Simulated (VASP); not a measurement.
```xyz
4
Lattice="4.2730 0.0000 0.0000 -2.1365 3.7005 0.0000 0.0000 0.0000 7.0041" Properties=species:S:1:pos:R:3 pbc="T T T"
Sn     2.1365     1.2335     0.0025
Sn     0.0000     2.4670     3.5046
Ge     2.1365     1.2335     4.3764
Ge     0.0000     2.4670     0.8744
```

Method: LDA (Ceperley-Alder, Perdew-Zunger) with spin-orbit coupling, VASP's LDA PAW potentials (set 64) (plane waves; VASP). Numerical set-up: 400 eV cut-off, 8×8×4 Γ-centred mesh, Gaussian smearing of 0.050 eV, potentials Sn_d Ge_d.

Question: Give the energies of bands 47 to 60 at the high-symmetry points, in eV from the valence-band maximum.

Answer: 
```csv
band,Γ,M,K,A,L,H
47,-1.41,-6.13,-6.86,-4.35,-7.11,-7.33
48,-1.41,-6.13,-6.86,-4.35,-7.11,-7.33
49,-1.11,-4.04,-4.40,-0.83,-2.24,-3.81
50,-1.11,-4.04,-4.40,-0.83,-2.24,-3.81
51,-0.44,-2.72,-3.12,-0.83,-2.24,-3.70
52,-0.44,-2.72,-3.03,-0.83,-2.24,-3.70
53,-0.20,-2.40,-3.03,-0.53,-2.05,-1.74
54,-0.20,-2.40,-2.98,-0.53,-2.05,-1.74
55,-0.17,-1.20,-2.72,-0.53,-2.05,-1.67
56,-0.17,-1.20,-2.72,-0.53,-2.05,-1.67
57,0.27,0.58,1.54,0.49,0.54,1.20
58,0.27,0.58,1.54,0.49,0.54,1.20
59,0.36,1.48,3.98,0.49,0.54,1.27
60,0.36,1.48,4.01,0.49,0.54,1.27
```

The gap is indirect, 0.04 eV, from the valence maximum at Γ-M at 0.25 to the conduction minimum at (0.00, 0.00, 0.25).

The structure was generated: SnGe was put into the wurtzite type (P6_3mc), which need not be its known phase. It was relaxed first, which changed the volume by -12 %.
